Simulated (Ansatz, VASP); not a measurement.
# Cross-check of Sn between VASP and Ansatz, part 2 of 2

Wanted: the spread between two codes on one cell, functional and k mesh. The structure shown is the start of the Ansatz relaxation below; VASP solves that cell, so the two are compared at the walk's first step.

VASP 6.6.1 and Ansatz 0.2.0.

So far. Step 3 (VASP: single point, PBEsol, start cell, pair 1): The run ends at a pressure of -0.85 GPa, with forces up to 0.091 eV/Å.

## (6) VASP: single point, PBEsol, start cell, pair 2

Level of this step: PBEsol; plane waves and PAW (Sn_d) (VASP).

The same cell, functional, mesh and smearing now go to VASP, with its own data sets.

INCAR

```
SYSTEM = Sn
PREC = Accurate
ENCUT = 400
EDIFF = 1E-06
NELM = 120
ISMEAR = 1
SIGMA = 0.2
LREAL = .FALSE.
ALGO = Normal
GGA = PS
NBANDS = 20
LORBIT = 11
LWAVE = .FALSE.
LCHARG = .FALSE.
ISIF = 2
LASPH = .TRUE.
GGA_COMPAT = .FALSE.
KPAR = 2
```

POSCAR

```
Sn
1.0
    0.1290750000      3.2685510000      3.2685510000
    3.2685510000      0.1290750000      3.2685510000
    3.2685510000      3.2685510000      0.1290750000
Sn
2
Direct
    0.5028805866      0.5028805866      0.5028805866
    0.7471193759      0.7471193759      0.7471193759
```

KPOINTS

```
Automatic mesh
0
Gamma
12 12 12
0 0 0
```

Potentials, in the order of the species: Sn_d (PBE family, release 64).

Command:

```bash
> mpirun -np 2 vasp_std
```

Numbers of over 12 decimals in the logs are rounded to 6 here.

What it wrote:

```text
[banner, memory and clock lines left out]
running    2 mpi-ranks, on    1 nodes
[...]
[... a notice as in an earlier step ...]

 LDA part: xc-table for (Slater+PW92), standard interpolation
 POSCAR, INCAR and KPOINTS ok, starting setup
[...]
entering main loop
       N       E                     dE             d eps       ncg     rms          rms(c)
DAV:   1     0.207380824764E+03    0.20738E+03   -0.13259E+04  7644   0.179E+03
DAV:   2     0.127365682619E+02   -0.19464E+03   -0.19109E+03  7604   0.403E+02
DAV:   3    -0.787628618591E+01   -0.20613E+02   -0.20511E+02  8640   0.134E+02
DAV:   4    -0.849666076420E+01   -0.62037E+00   -0.62013E+00  8568   0.267E+01
[...]
DAV:  10    -0.839843748718E+01   -0.21838E-04   -0.36407E-05  8596   0.555E-02    0.582E-03
DAV:  11    -0.839844021545E+01   -0.27283E-05   -0.46829E-06  6716   0.164E-02    0.257E-03
DAV:  12    -0.839844026233E+01   -0.46885E-07   -0.96598E-07  6544   0.102E-02
   1 F= -.83984403E+01 E0= -.83985429E+01  d E =0.307960E-03
```

From OUTCAR (step 6):

```text
  Total        1.2246423      1.2246423      1.2246423     -0.5715424     -0.5715424     -0.5715424
  in kB       29.8626715     29.8626715     29.8626715    -13.9369537    -13.9369537    -13.9369537
  external PRESSURE =      29.8626715 kB  Pullay stress =       0.0000000 kB

 POSITION                                       TOTAL-FORCE (eV/Angst)
 -----------------------------------------------------------------------------------
      3.35229      3.35229      3.35229         0.071283      0.071283      0.071283
      4.98043      4.98043      4.98043        -0.071283     -0.071283     -0.071283
 -----------------------------------------------------------------------------------
    total drift:                                0.000000      0.000000      0.000000

  FREE ENERGIE OF THE ION-ELECTRON SYSTEM (eV)
  ---------------------------------------------------
  free  energy   TOTEN  =        -8.3984402623 eV

  energy  without entropy=       -8.3987482220  energy(sigma->0) =       -8.39854292

[... 1 part as in an earlier step ...]

[... 2 further parts left out ...]
[key lines of the parts left out:]
E-fermi :   5.9530
```

The run ends at a pressure of 2.99 GPa, with forces up to 0.12 eV/Å.

## (7) Comparison

Forces (eV/Å; atoms numbered as in POSCAR):

```csv
atom,"Ansatz x, y, z","VASP x, y, z"
Sn1,"0.073, 0.073, 0.073","0.071, 0.071, 0.071"
Sn2,"-0.073, -0.073, -0.073","-0.071, -0.071, -0.071"
```

The forces differ by 1.5 meV/Å r.m.s., which is 2.1 % of the r.m.s. force of 0.071 eV/Å (both taken over all components).

## (8) Other set-ups

Further runs change the set-up of one program: Ansatz's method, potentials or start, or VASP's data sets, cutoff or form of LDA. The table gives that difference for each run.

```csv
run,r.m.s. force difference (meV/Å)
as above,1.5
VASP with a cutoff of 500 eV (perhaps on Ansatz's relaxed cell),1.7
```

## (9) Ansatz: relaxation, PBEsol

The two programs are compared at the cell with which this relaxation starts, whose forces are those of its first step. The cell compared in this pair holds 66.67 Å³, against 65.70 Å³ for the pair before.

The structure compared here is the start of the Ansatz relaxation; VASP solves that cell, so the two are compared at the walk's first step.

input.yaml

```yaml
crystal:
  lattice:
    - [0.0935441067, 3.2657227896, 3.2657227896]
    - [3.2657227896, 0.0935441067, 3.2657227896]
    - [3.2657227896, 3.2657227896, 0.0935441067]
  atoms:
    - { symbol: Sn, position: [0.5019487731, 0.5019487731, 0.5019487731] }
    - { symbol: Sn, position: [0.7480512269, 0.7480512269, 0.7480512269] }
  conventional_axes: [[-1, 1, 0], [0, -1, 1], [1, 1, 1]]
kpoints:
  mp_grid: { grid: [12, 12, 12] }
hamiltonian:
  xc: pbesol
  pseudopotentials: { kind: paw, azcp: { folder: soft_1 }, xc_functional: pbe }
scf:
  occupations: { method: methfessel_paxton, width: 0.2 }
output:
  forces: true
  stress: true
  eigenvalues: true
relax:
  adjacent_minimum: "off"
  f_tol: 0.001
  max_steps: 60
  cell: { stress_tol: 0.01, fix: [a, b, gamma] }
```

Command:

```bash
> ansatz run input.yaml --threads 4 --pin off --max-ram 10240MiB --backend cpu --events-out ev --progress --plain --runs-dir out
```

What it wrote:

```text
[...]
Crystal: 2 atoms, lattice volume = 66.665 Å³
Basis set: ecut = 420 eV, 1291 PW (Γ), exchange–correlation on 64×64×64 points (8 copies of the dense FFT grid, shifted against one another)
Bands: 18, of which v1, the nominal top of the filled ones, is band 14 counted from 1 (13 counted from 0)
Symmetry: 12 space group operations
[...]
k-points: 189 of 1728
[...]
k-point 188: bands = [... 10 lower, -1.2828, 1.4797, 7.0469, 7.0469, 8.3922, 11.3677, 11.3677, 13.6908]
--- Relaxed structure (5 steps of the walk, 4 accepted, 1 SCFs on fresh bases) ---
[...]
cell:  # Å, volume = 67.0799 Å³
    - [0.107273, 3.279452, 3.279452]
    - [3.279452, 0.107273, 3.279452]
    - [3.279452, 3.279452, 0.107273]
  atoms:
    - { symbol: Sn, position: [0.502881, 0.502881, 0.502881] }
    - { symbol: Sn, position: [0.747119, 0.747119, 0.747119] }
[key lines of the parts left out:]
SCF converged after 6 iterations
Free energy (F): -11899.610568 eV
Fermi energy:    7.992847 eV
P = ⅓ Tr σ = 1.9204 GPa (19.204 kbar)
```

## (10) VASP: single point, PBEsol, start cell, pair 3

The same cell, functional, mesh and smearing now go to VASP, with its own data sets.

INCAR is that of step 6.

POSCAR

```
Sn
1.0
    0.0935440000      3.2657230000      3.2657230000
    3.2657230000      0.0935440000      3.2657230000
    3.2657230000      3.2657230000      0.0935440000
Sn
2
Direct
    0.5019486822      0.5019486822      0.5019486822
    0.7480512423      0.7480512423      0.7480512423
```

KPOINTS is that of step 6.

Command:

```bash
> mpirun -np 2 vasp_std
```

What it wrote:

```text
[... set-up lines as in an earlier step ...]
 entering main loop
       N       E                     dE             d eps       ncg     rms          rms(c)
DAV:   1     0.207042344451E+03    0.20704E+03   -0.13285E+04  7628   0.178E+03
DAV:   2     0.129758528411E+02   -0.19407E+03   -0.19064E+03  7616   0.403E+02
DAV:   3    -0.788540989891E+01   -0.20861E+02   -0.20753E+02  8676   0.135E+02
DAV:   4    -0.852043351786E+01   -0.63502E+00   -0.63478E+00  8508   0.270E+01
[...]
DAV:  10    -0.842814210309E+01   -0.17217E-04   -0.28113E-05  8652   0.456E-02    0.543E-03
DAV:  11    -0.842814408296E+01   -0.19799E-05   -0.41610E-06  6684   0.150E-02    0.182E-03
DAV:  12    -0.842814402249E+01    0.60472E-07   -0.80717E-07  6240   0.111E-02
   1 F= -.84281440E+01 E0= -.84281618E+01  d E =0.532420E-04
```

From OUTCAR (step 10):

```text
  Total        0.9178319      0.9178319      0.9178319     -0.4218485     -0.4218485     -0.4218485
  in kB       22.0583547     22.0583547     22.0583547    -10.1383316    -10.1383316    -10.1383316
  external PRESSURE =      22.0583547 kB  Pullay stress =       0.0000000 kB

 POSITION                                       TOTAL-FORCE (eV/Angst)
 -----------------------------------------------------------------------------------
      3.32541      3.32541      3.32541         0.065701      0.065701      0.065701
      4.95583      4.95583      4.95583        -0.065701     -0.065701     -0.065701
 -----------------------------------------------------------------------------------
    total drift:                                0.000000      0.000000      0.000000

  FREE ENERGIE OF THE ION-ELECTRON SYSTEM (eV)
  ---------------------------------------------------
  free  energy   TOTEN  =        -8.4281440225 eV

  energy  without entropy=       -8.4281972645  energy(sigma->0) =       -8.42816177

[... 1 part as in an earlier step ...]

[... 2 further parts left out ...]
[key lines of the parts left out:]
E-fermi :   5.7644
```

The run ends at a pressure of 2.21 GPa, with forces up to 0.11 eV/Å.

## (11) Side by side

Forces (eV/Å; atoms numbered as in POSCAR):

```csv
atom,"Ansatz x, y, z","VASP x, y, z"
Sn1,"0.067, 0.067, 0.067","0.066, 0.066, 0.066"
Sn2,"-0.067, -0.067, -0.067","-0.066, -0.066, -0.066"
```

The forces differ by 1.3 meV/Å r.m.s., which is 2.0 % of the r.m.s. force of 0.066 eV/Å (both taken over all components).

## (12) Other set-ups

Further runs change the set-up of one program: Ansatz's method, potentials or start, or VASP's data sets, cutoff or form of LDA. The table gives that difference for each run.

| run | r.m.s. force difference (meV/Å) |
| --- | --- |
| as above | 1.3 |
| VASP with a cutoff of 500 eV (perhaps on Ansatz's relaxed cell) | 1.5 |

## (13) What came out

```json
{
 "r.m.s. force difference (single point, PBEsol, start cell, pair 1)": "0.17 meV/Å",
 "r.m.s. force difference (single point, PBEsol, start cell, pair 2)": "1.5 meV/Å",
 "r.m.s. force difference (single point, PBEsol, start cell, pair 3)": "1.3 meV/Å"
}
```

In words: The r.m.s. force difference is 1.5 meV/Å (single point, PBEsol, start cell, pair 2), within the 12 meV/Å picked in this series as the mark of a large difference. 9 further runs of this series are not shown here. How closely two codes agree says nothing of how well the functional describes the real material.

[Lines on the potential files, build, host, timing and source positions are cut from VASP's logs without a mark.]

[Logs are printed without paths, hosts, clocks, repeated set-up lines and the standing remarks that a program may print on its own settings, such as how far it seeks lower states.]

[Hosts, paths, dates, database ids (printed as entryN), source tags and the programs' standing remarks are cut or masked in the printed files.]

[Rows of further runs with another cutoff or data set may stand on the cell that Ansatz relaxed, not on the start cell of the pair above them.]
